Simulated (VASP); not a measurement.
VASP runs on PdC (a trial cell in the CsCl structure, space group Pm-3m) share one base input (PBE GGA, plane waves, VASP's PBE PAW potentials (set 64)) and change the settings named in each case.

**POSCAR**
```
PdC
1.0
  2.7230200000   0.0000000000   0.0000000000
  0.0000000000   2.7230200000   0.0000000000
  0.0000000000   0.0000000000   2.7230200000
Pd C
1 1
direct
  0.0000000000   0.0000000000   0.0000000000
  0.5000000000   0.5000000000   0.5000000000
```

**KPOINTS**
```
Automatic mesh
0
Gamma
9 9 9
0 0 0
```

**INCAR**
```
SYSTEM = PdC
PREC = Accurate
ENCUT = 520
EDIFF = 1E-6
NELM = 100
ALGO = Normal
LREAL = .FALSE.
LASPH = .TRUE.
ISMEAR = 0
SIGMA = 0.05
GGA = PE
LMAXMIX = 4
LWAVE = .FALSE.
LCHARG = .FALSE.
ISIF = 2
```

POTCAR, in this order: Pd C (PBE.64 set). Program: vasp_std.

```
change          irreducible k-points
--------------  --------------------
base run                          35
ISYM = -1                        729
ISYM = 0                         365
ISYM = 1                          35
SYMPREC = 1E-3                    35
```

Left out are runs that ran out of time, are held back, or changed the cell or the kind of run, fixed moments of cells without a moment, rows past the twelfth, gaps on odd meshes, pressures of charged cells and columns that move by less than the noise.

The structure was generated: PdC was put into the CsCl type (Pm-3m), which need not be its known phase. The cell was not relaxed at this level.
